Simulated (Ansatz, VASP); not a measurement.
# SiC: VASP beside Ansatz, part 3 of 3

Wanted: the spread between two codes on one cell, functional and k mesh. The cell is taken from a series of runs on this material, whose earlier steps may have relaxed, scaled, displaced or heated it; both programs get it as it stands.

VASP 6.6.1 and Ansatz 0.2.0.

So far: The structure; VASP: zone-centre phonons, LDA.

## 3. Ansatz: zone-centre phonons, LDA

Level of this step: Ansatz beside VASP: Kohn-Sham DFT, plane waves, LDA (Ansatz).

Ansatz runs on its PAW soft_1 files.

The same cell, functional (in two slightly different forms) and mesh now go to Ansatz, which takes its cutoff from its data sets.

Input file input.yaml:

```yaml
crystal:
  lattice:
    - [3.0985391585, 0.0, 0.0]
    - [-1.5492695792, 2.6834136259, 0.0]
    - [0.0, 0.0, 10.1453297535]
  atoms:
    - { symbol: C, position: [0.6666666667, 0.3333333333, 0.7497915543] }
    - { symbol: C, position: [0.3333333333, 0.6666666667, 0.2497915543] }
    - { symbol: C, position: [0.0, 0.0, 0.5004541876] }
    - { symbol: C, position: [0.0, 0.0, 0.0004541876] }
    - { symbol: Si, position: [0.6666666667, 0.3333333333, 0.9378723928] }
    - { symbol: Si, position: [0.3333333333, 0.6666666667, 0.4378723928] }
    - { symbol: Si, position: [0.0, 0.0, 0.6878808652] }
    - { symbol: Si, position: [0.0, 0.0, 0.1878808652] }
kpoints:
  mp_grid: { grid: [9, 9, 4] }
hamiltonian:
  xc: lda
  pseudopotentials: { kind: paw, azcp: { folder: soft_1 }, xc_functional: pbe }
scf:
  occupations: { method: fixed }
output:
  eigenvalues: true
phonons:
  method: dfpt
  dielectric: true
  rigid_motions: translations
```

The run is started by

```bash
ansatz run input.yaml --threads 8 --pin off --max-ram 16384MiB --backend cpu --events-out ev --progress --plain --runs-dir out
```

Numbers of over 12 decimals in the logs are rounded to 6 here.

The log of the run:

```text
Engine: ansatz 0.2.0, aarch64-unknown-linux-gnu
Pseudopotentials: kind: paw
Pseudopotential: C, paw, valence charge 4, recommended cutoff 420 eV (normal), soft_1/C.paw.azcp
Pseudopotential: Si, paw, valence charge 4, recommended cutoff 420 eV (normal), soft_1/Si.paw.azcp
Functional definition: SPW92
  exchange = slater_x
  correlation = pw_c
Crystal: 8 atoms, lattice volume = 84.355 Å³
Basis set: ecut = 420 eV, 1629 PW (Γ), exchange–correlation on 48×48×144 points (8 copies of the dense FFT grid, shifted against one another)
Bands: 24, of which v1, the nominal top of the filled ones, is band 16 counted from 1 (15 counted from 0)
Symmetry: 12 space group operations
k-points: 95 of 324 (irreducible under 2 space group operations, time reversal used)
Non-local potential: C, projectors of the file, l = 0: 2, l = 1: 2, l = 2: 1
Non-local potential: Si, projectors of the file, l = 0: 2, l = 1: 2, l = 2: 1
PAW form: soft (Blöchl's): semilocal exchange-correlation on the pseudo side does not see the compensation charge
PAW frozen core: C, regenerated for the run's functional, and the local potential with it (the file was generated under x = pbe(κ = 0.804, μ = 0.219515), c = pbe(β = 0.066725))
PAW frozen core: Si, regenerated for the run's functional, and the local potential with it (the file was generated under x = pbe(κ = 0.804, μ = 0.219515), c = pbe(β = 0.066725))
PAW one-centre angular grid: C, 110 points (default); XC on 64 Gauss nodes
PAW one-centre angular grid: Si, 110 points (default); XC on 64 Gauss nodes
Initial density: superposition of atomic densities (chi_scale 0.1, normalization cell, long waves kept (reshape's long-wave potential 0.00 eV rms))
Initial wavefunctions: pseudopotential atomic-orbital guess
Functional: x = slater, c = lda
SCF iter   1: F=—  HF=-3414.675448 eV  |F-HF|=—  |Δ(HF+E_count)|=         —  Δρ=1.34e-1  dr2=1.85e1  ethr=3.10e-3  ⟨swp⟩=5.0  Hψ=10589  notcnv=0  defer=506
preconditioner: auto → none  [insulator: Δε(μ)=4.097 eV  Ē_g=12.565 eV  n_scr=6 (ndim 8)  ℏωp=22.9 eV  f_vac=0.000  ε∞_Penn≈4.3]
SCF iter   2: F=—  HF=-3409.199433 eV  |F-HF|=—  |Δ(HF+E_count)|=    5.48e0  Δρ=5.05e-2  dr2=1.45e0  ethr=3.10e-3  ⟨swp⟩=4.0  Hψ=6327  notcnv=0  defer=554
SCF iter   3: F=—  HF=-3408.775804 eV  |F-HF|=—  |Δ(HF+E_count)|=   4.24e-1  Δρ=1.86e-2  dr2=1.54e-1  ethr=3.10e-3  ⟨swp⟩=2.4  Hψ=4279  notcnv=0  defer=558
SCF iter   4: F=—  HF=-3408.742290 eV  |F-HF|=—  |Δ(HF+E_count)|=   3.35e-2  Δρ=1.38e-3  dr2=9.50e-4  ethr=4.80e-4  ⟨swp⟩=2.3  Hψ=2623  notcnv=0  defer=568
SCF iter   5: F=—  HF=-3408.742623 eV  |F-HF|=—  |Δ(HF+E_count)|=   3.33e-4  Δρ=3.06e-4  dr2=1.43e-4  ethr=2.97e-6  ⟨swp⟩=2.1  Hψ=3619  notcnv=0  defer=570
SCF iter   6: F=—  HF=-3408.742590 eV  |F-HF|=—  |Δ(HF+E_count)|=   3.30e-5  Δρ=1.26e-4  dr2=1.12e-5  ethr=4.46e-7  ⟨swp⟩=2.2  Hψ=3155  notcnv=0  defer=539
SCF iter   7: F=—  HF=-3408.742588 eV  |F-HF|=—  |Δ(HF+E_count)|=   1.92e-6  Δρ=2.66e-5  dr2=5.37e-7  ethr=3.50e-8  ⟨swp⟩=2.2  Hψ=3038  notcnv=0  defer=330
SCF iter   8: F=—  HF=-3408.742588 eV  |F-HF|=—  |Δ(HF+E_count)|=   2.20e-7  Δρ=1.01e-5  dr2=1.43e-7  ethr=1.68e-9  ⟨swp⟩=2.5  Hψ=3830  notcnv=0  defer=289
SCF iter   9: F=—  HF=-3408.742588 eV  |F-HF|=—  |Δ(HF+E_count)|=   3.51e-8  Δρ=2.15e-6  dr2=2.29e-9  ethr=4.47e-10  ⟨swp⟩=2.1  Hψ=3011  notcnv=0  defer=289
SCF iter  10: F=-3408.742588 eV  HF=-3408.742588 eV  |F-HF|=1.36e-11  |Δ(HF+E_count)|=  5.47e-10  Δρ=4.32e-7  dr2=6.31e-11  ethr=1.00e-12  ⟨swp⟩=15.0  Hψ=19773  notcnv=0
SCF 1 converged in 10 iterations: F = -3408.742588 eV  dr2 = 6.31e-11
  greatest PAW one-centre occupation: 0.638 electrons in one spin orbital (limit 2), on the C atom at site 1 (counted from 0), in its partial waves of l = 0
NSCF: frozen V_eff on 4 k-points
DFPT response loops at Γ: preconditioner auto → Resta (q_TF=auto, 2.321 Å⁻¹)  ε∞=5.1 (no band partly filled); β = 1.00, the filter's whole step (`scf.mixing.beta` (0.50) is not read by the response loops at its default; to damp them type it under 1.00, their step now; it binds the ground state too); Broyden in place of MSR1
── the response to a field inside a basis, on 10×10×4 k-points: an SCF that follows is theirs, and a resumed run solves both again ──
Bands: 17, of which v1, the nominal top of the filled ones, is band 16 counted from 1 (15 counted from 0)
k-points: 60 of 400 (irreducible under 4 space group operations, time reversal used)
Initial density: handed on by an earlier stage of this run
Initial wavefunctions: pseudopotential atomic-orbital guess (no wavefunctions were taken with the density)
Eigensolver: Dense (60 Hₖ)
SCF iter   1: F=—  HF=-3408.732806 eV  |F-HF|=—  |Δ(HF+E_count)|=         —  Δρ=1.25e-4  dr2=3.17e-6  ethr=1.00e-1
preconditioner: auto → none  [insulator: Δε(μ)=2.334 eV  Ē_g=9.613 eV  n_scr=6 (ndim 8)  ℏωp=22.9 eV  f_vac=0.000  ε∞_Penn≈6.7]
SCF iter   2: F=—  HF=-3408.732807 eV  |F-HF|=—  |Δ(HF+E_count)|=   4.76e-7  Δρ=6.02e-5  dr2=6.97e-7  ethr=9.92e-9
SCF iter   3: F=-3408.732807 eV  HF=-3408.732807 eV  |F-HF|=4.22e-8  |Δ(HF+E_count)|=   2.48e-7  Δρ=4.37e-6  dr2=4.87e-8  ethr=2.18e-9
SCF 1 converged in 3 iterations: F = -3408.732807 eV  dr2 = 4.87e-8
DFPT response loops at Γ: mixed as the last ones told, above
SCF converged after 10 iterations
Free energy (F): -3408.742588 eV
Harris-Foulkes:  -3408.742588 eV  (|F-HF|=1.36e-11)
Internal energy: -3408.742588 eV  (E = F + TS)
E sigma→0 (E₀):  -3408.742588 eV
Fermi energy:    9.073402 eV
--- Per-component energies (eV) ---
  E_band       = 102.079669
  E_kinetic    = 528.985388
  E_local      = -394.830210  (includes V_loc(G=0)·N_el)
  E_nonlocal   = 187.808941
  E_hartree    = 127.692914
  E_xc         = -418.037643
  E_vxc        = -432.954305  (∫ρ·V_xc dr)
  E_paw        = -2309.827344  (= ΣΔE_a)
  E_vpaw       = -42.316135  (= ΣTr[D̂ρ^β])
  E_aug_tail   = 0.000191  (compensation charges beyond the density's cutoff)
  E_ewald      = -1131.123479
  E_core_change = 0.588653  (= ΣΔE_core)
  E_smearing   = -0.000000  (= −TS)
  E_closure    = 0.000000  (closes the sum)
  Σ components = -3408.742588   (vs F -3408.742588, Δ=0.00e0)
--- Band table (eV; the first three rows and the last of 95) ---
  k-point 0: bands = [... 12 lower, 8.4891, 9.0217, 9.0734, 9.0734, 13.9480, 14.5219, 15.1454, 15.1565, ... 4 higher]
  k-point 1: bands = [... 12 lower, 8.6604, 8.6604, 9.0180, 9.0180, 14.0010, 14.3727, 15.3337, 15.4189, ... 4 higher]
  k-point 2: bands = [... 12 lower, 8.8670, 8.8670, 8.8670, 8.8670, 14.1527, 14.1527, 15.6064, 15.6064, ... 4 higher]
  k-point 94: bands = [... 12 lower, 5.9023, 5.9023, 7.6853, 7.6853, 13.2740, 13.2740, 14.4331, 14.4331, ... 4 higher]
--- Phonons (Γ-DFPT): 8 representative perturbations + reference, on 95 of 324 k-points (Σ response iterations 25) ---
  k mesh reduced under 2 symmetry operations, with k and −k counted as one. Each operation leaves every solved perturbation unchanged. A smaller set is not considered because the run solves the response to a homogeneous field
  ASR residual: 1.596e-4 → 0.000e0 eV/Å²; symmetrization residual: 3.188e-6 eV/Å²
  ASR residual per site (eV/Å²): 1.60e-4 1.60e-4 3.35e-5 3.35e-5 2.45e-5 2.45e-5 1.42e-4 1.42e-4
  Γ frequencies (cm⁻¹): 0.00 0.00 0.00 191.48 191.48 198.54 198.54 259.67 259.67 383.53 391.10 584.77 733.27 733.27 743.55 743.55 749.66 751.66 751.66 764.81 764.81 803.19 875.87 885.03
  ε∞ (high-frequency dielectric tensor):
        7.056901    -0.000000     0.000000
       -0.000000     7.056901    -0.000000
        0.000000    -0.000000     7.352257
  ε⁰ (static dielectric tensor: ions relaxed, cell fixed):
       10.465609    -0.000000     0.000000
       -0.000000    10.465609    -0.000000
        0.000000    -0.000000    11.154385
  ε⁰ − ε∞ (ionic part):
        3.408708    -0.000000     0.000000
       -0.000000     3.408708     0.000000
        0.000000     0.000000     3.802128
  softest optical mode at Γ: 191.48 cm⁻¹; the repairs (sum rule, projections) moved no ω² at Γ by more than (2.31 cm⁻¹)²
  Born effective charges Z* (e; rows j = field, columns β = displacement):
    site 0:
        -2.70359    0.00000   -0.00000
         0.00000   -2.70359    0.00000
        -0.00000    0.00000   -2.73769
    site 1:
        -2.70359    0.00000   -0.00000
         0.00000   -2.70359    0.00000
        -0.00000    0.00000   -2.73769
    site 2:
        -2.65804    0.00000   -0.00000
         0.00000   -2.65804    0.00000
        -0.00000    0.00000   -2.81030
    site 3:
        -2.65804    0.00000   -0.00000
         0.00000   -2.65804    0.00000
        -0.00000    0.00000   -2.81030
    site 4:
         2.67653   -0.00000    0.00000
        -0.00000    2.67653   -0.00000
         0.00000   -0.00000    2.63947
    site 5:
[...]
site 6:
[...]
site 7:
[...]
Z* charge neutrality: 9.910e-3 e pre-enforcement
  solved inside a basis spanned on kpoints, on 10×10×4 k-points, its susceptibility summed on 14×14×4: ε∞ is read to err by 2.7e-2, Z* by 1.6e-2 e (field_mesh: kpoints solves on kpoints); Z* is corrected for what the basis lacks
  optical modes at Γ without the LO–TO term, one row a degenerate level:
      ω (cm⁻¹)  modes    IR ((D/Å)²/amu)
[...]
optical modes at Γ + LO–TO along q̂ = [1.0000, 0.0000, 0.0000]:
      ω (cm⁻¹)  modes    IR ((D/Å)²/amu)
[...]
optical modes at Γ + LO–TO along q̂ = [0.0000, 1.0000, 0.0000]:
      ω (cm⁻¹)  modes    IR ((D/Å)²/amu)
[...]
optical modes at Γ + LO–TO along q̂ = [0.0000, 0.0000, 1.0000]:
      ω (cm⁻¹)  modes    IR ((D/Å)²/amu)
[...]
733.27      2             0.1655
        743.55      2             0.0000
        751.66      2             0.0000
        764.81      2           157.5032
        802.83      1             0.0665
        875.87      1             0.0000
        885.03      1             0.0000
        923.52      1            84.3854
```

## 4. Side by side

Known differences besides the potentials themselves: fixed occupations in Ansatz, narrow Gaussian smearing in VASP; VASP's response is taken on the typed mesh, Ansatz refines its own for the field response alone; the cutoff is 420 eV in Ansatz and 600 eV in VASP; VASP's log shows a relativistic correction to its local exchange, Ansatz's none. Total energies have different zeros and are not compared.

The two programs side by side:

```
                                     quantity  Ansatz   VASP  difference
                                        ε∞ xx    7.06   7.12     -0.85 %
                                        ε∞ yy    7.06   7.12     -0.85 %
                                        ε∞ zz    7.35   7.36     -0.05 %
 Born charge of C1 (mean of the diagonal) (e)   -2.71  -2.70       -0.01
Born charge of Si5 (mean of the diagonal) (e)    2.66   2.65       +0.01
                   optical mode 1 to 2 (cm⁻¹)   191.5  191.6     -0.08 %
                   optical mode 3 to 4 (cm⁻¹)   198.5  198.8     -0.15 %
                   optical mode 5 to 6 (cm⁻¹)   259.7  260.1     -0.17 %
                        optical mode 7 (cm⁻¹)   383.5  384.1     -0.15 %
                        optical mode 8 (cm⁻¹)   391.1  391.9     -0.21 %
                        optical mode 9 (cm⁻¹)   584.8  584.1     +0.12 %
                 optical mode 10 to 11 (cm⁻¹)   733.3  733.5     -0.04 %
                 optical mode 12 to 13 (cm⁻¹)   743.5  743.5     +0.01 %
                       optical mode 14 (cm⁻¹)   749.7  749.6     +0.01 %
                 optical mode 15 to 16 (cm⁻¹)   751.7  751.6     +0.01 %
                 optical mode 17 to 18 (cm⁻¹)   764.8  764.9     -0.01 %
                       optical mode 19 (cm⁻¹)   803.2  803.7     -0.06 %
                       optical mode 20 (cm⁻¹)   875.9  876.0     -0.02 %
                       optical mode 21 (cm⁻¹)   885.0  884.9     +0.02 %
```

Modes are paired by rising frequency, not by their patterns, so a pair may set unlike modes beside each other; they are those without the splitting of longitudinal modes.

## 5. Results

```
r.m.s. difference of the optical zone-centre modes, each program's sorted by frequency (zone-centre phonons, LDA) : 0.35 cm⁻¹
difference in ε∞ xx (zone-centre phonons, LDA)                                                                    : -0.8 %
```

What this shows: The r.m.s. difference of the optical zone-centre modes, each program's sorted by frequency is 0.35 cm⁻¹ (zone-centre phonons, LDA). Among the rows given in per cent, the largest difference of the zone-centre phonons, LDA pair is in ε∞ xx, -0.8 %. How closely two codes agree says nothing of how well the functional describes the real material.

[Lines on the potential files, build, host, timing and source positions are cut from VASP's logs without a mark.]

[Logs are printed without paths, hosts, clocks, repeated set-up lines and the standing remarks that a program may print on its own settings, such as how far it seeks lower states.]

[Hosts, paths, dates, database ids (printed as entryN), source tags and the programs' standing remarks are cut or masked in the printed files.]
